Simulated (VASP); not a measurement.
Crystal: Cd2ClO2.

```
Cd O Cl
1.0
     0.00000    3.76343    0.00000
     3.76343    0.00000    0.00000
     1.88172    1.88172   -6.25635
Cd O Cl
2 2 1
Cartesian
  1.8817 1.8817 -4.3794
  3.7634 3.7634 -1.8769
  1.8817 3.7634 -3.1282
  3.7634 1.8817 -3.1282
  1.8817 1.8817 0.0000
```

The cell was built by a generator and needn't be a form met in nature.

- Program: VASP 6.6.1
- Task: relaxation of the atoms
- Functional: PBE
- Potentials or basis: VASP PAW PBE potentials, release 64 (Cd, O, Cl)
- Cutoff: 520 eV
- k mesh: 7 × 7 × 7
- Occupations: fermi-dirac, width 0.1 eV
- Spin: no spin polarisation

At the start: pressure -0.3 GPa; volume 17.72 Å³/atom.

Task: Where does the relaxation end?

Result: Over 3 steps the energy falls by 13.1 meV/atom; space group I4/mmm (No. 139, to 0.05 Å).

Step by step:
| step | energy change (eV) | largest force (eV/Å) | pressure (GPa) |
| --- | --- | --- | --- |
| 1 | 0.0000 | 0.7699 | -0.33 |
| 2 | -0.0448 | 0.4341 | 0.91 |
| 3 | -0.0654 | 0.0138 | 2.58 |

Final structure:
```cif
data_structure
_symmetry_space_group_name_H-M 'P 1'
_symmetry_Int_Tables_number 1
_cell_length_a 3.7634
_cell_length_b 3.7634
_cell_length_c 6.7988
_cell_angle_alpha 73.932
_cell_angle_beta 73.932
_cell_angle_gamma 90.000
_cell_volume 88.61
loop_
_atom_site_label
_atom_site_type_symbol
_atom_site_fract_x
_atom_site_fract_y
_atom_site_fract_z
_atom_site_occupancy
Cd1 Cd 0.15661 0.15661 0.68678 1
Cd2 Cd 0.84339 0.84339 0.31322 1
O1 O 0.75000 0.25000 0.50000 1
O2 O 0.25000 0.75000 0.50000 1
Cl1 Cl 0.50000 0.50000 0.00000 1
```

Caveat: an odd number of electrons without spin polarisation forces a metal; a magnetic or distorted state may lie lower.
